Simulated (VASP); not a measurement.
OSZICAR of a VASP run on Sc (hcp):

File OSZICAR:
```
       N       E                     dE             d eps       ncg     rms          rms(c)
DAV:   1     0.395579042873E+03    0.39558E+03   -0.11067E+04  2528   0.155E+03
DAV:   2     0.113532353997E+02   -0.38423E+03   -0.37833E+03  3539   0.658E+02
DAV:   3    -0.134989382853E+02   -0.24852E+02   -0.24249E+02  4199   0.195E+02
DAV:   4    -0.139254914912E+02   -0.42655E+00   -0.41611E+00  3901   0.244E+01
DAV:   5    -0.139343201164E+02   -0.88286E-02   -0.87885E-02  4193   0.311E+00    0.743E+00
DAV:   6    -0.126589613316E+02    0.12754E+01   -0.30360E+00  3178   0.225E+01    0.220E+00
DAV:   7    -0.125027047222E+02    0.15626E+00   -0.71506E-01  3283   0.992E+00    0.887E-01
DAV:   8    -0.124926133855E+02    0.10091E-01   -0.32504E-02  3465   0.270E+00    0.256E-01
DAV:   9    -0.124909176900E+02    0.16957E-02   -0.94449E-03  3297   0.118E+00    0.221E-02
DAV:  10    -0.124909371792E+02   -0.19489E-04   -0.14661E-04  4255   0.187E-01    0.824E-03
DAV:  11    -0.124909331314E+02    0.40478E-05   -0.36300E-06  4031   0.284E-02    0.212E-03
DAV:  12    -0.124909346208E+02   -0.14894E-05   -0.45083E-07  2877   0.890E-03    0.999E-04
DAV:  13    -0.124909341020E+02    0.51877E-06   -0.29239E-08  1988   0.300E-03    0.121E-04
DAV:  14    -0.124909340920E+02    0.10039E-07   -0.84381E-09  2030   0.255E-03
   1 F= -.12490934E+02 E0= -.12490369E+02  d E =-.124909E+02
```

### Question
Which electronic solver shows in the log?

### Answer
It is blocked Davidson (ALGO = Normal, or the opening steps of other solvers). The INCAR had ALGO = Normal.

### Question
Can the final energy be trusted as converged?

### Answer
The run converged. It stopped with EDIFF = 1E-7, NELM = 100, NSW = 30 and EDIFFG = -0.01 after 1 ionic step (PBE GGA, plane waves, VASP's PBE PAW potentials (set 64)).

The compound is Sc in the hcp structure. This cell is one point of a volume scan, at 1.03 of the reference volume.
